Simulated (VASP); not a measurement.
Calculation: PBEsol GGA, VASP's PBE PAW potentials (set 64) (plane waves; VASP).

Input for VASP

KPOINTS:
```
K-points
0
Gamma
 19 19 10
0 0 0
```

**POSCAR**
```
Co
1
    1.2270483852    -2.1253103672     0.0000000000
    1.2270483852     2.1253103672     0.0000000000
    0.0000000000     0.0000000000     3.9582307857
Co
2
Direct
  0.3333330000   0.6666670000   0.2500000000
  0.6666670000   0.3333330000   0.7500000000
```

### INCAR
```
ALGO=Normal
EDIFF=1E-7
ENCUT=400
GGA=PS
ISIF=2
ISMEAR=-5
ISPIN=2
LASPH=.TRUE.
LCHARG=.TRUE.
LMAXMIX=4
LORBIT=11
LREAL=.FALSE.
LWAVE=.FALSE.
MAGMOM=2*1.6
NEDOS=601
NELM=100
PREC=Accurate
SYSTEM=Co
```

POTCAR, in this order: Co (PBE.64 set). Program: vasp_std.

Question: What does the run give for the energy per atom (σ→0), cell moment, band gap (on the k-mesh)?

Answer: 
```json
{
 "energy per atom (σ→0)": "-7.738 eV/atom",
 "cell_moment": "3.10 μB",
 "band gap (on the k-mesh)": "none (metal, semimetal or under 0.01 eV)"
}
```

### OSZICAR
```
...
DAV:  12    -0.154761081617E+02    0.78761E-05   -0.46691E-06 15871   0.218E-02    0.176E-02
DAV:  13    -0.154760968610E+02    0.11301E-04   -0.24175E-06 20922   0.234E-02    0.100E-02
DAV:  14    -0.154761004603E+02   -0.35993E-05   -0.29975E-07 15801   0.696E-03    0.238E-03
DAV:  15    -0.154761019175E+02   -0.14572E-05   -0.29937E-08  8117   0.316E-03    0.162E-03
DAV:  16    -0.154761015378E+02    0.37968E-06   -0.65851E-09  7865   0.149E-03    0.585E-04
DAV:  17    -0.154761012862E+02    0.25159E-06   -0.13276E-09  7858   0.412E-04    0.113E-04
DAV:  18    -0.154761012665E+02    0.19778E-07   -0.41500E-10  7760   0.211E-04
   1 F= -.15476101E+02 E0= -.15476101E+02  d E =0.000000E+00  mag=     3.1043
```

The compound is Co in the hcp structure. It was relaxed first, which changed the volume by -7 %.
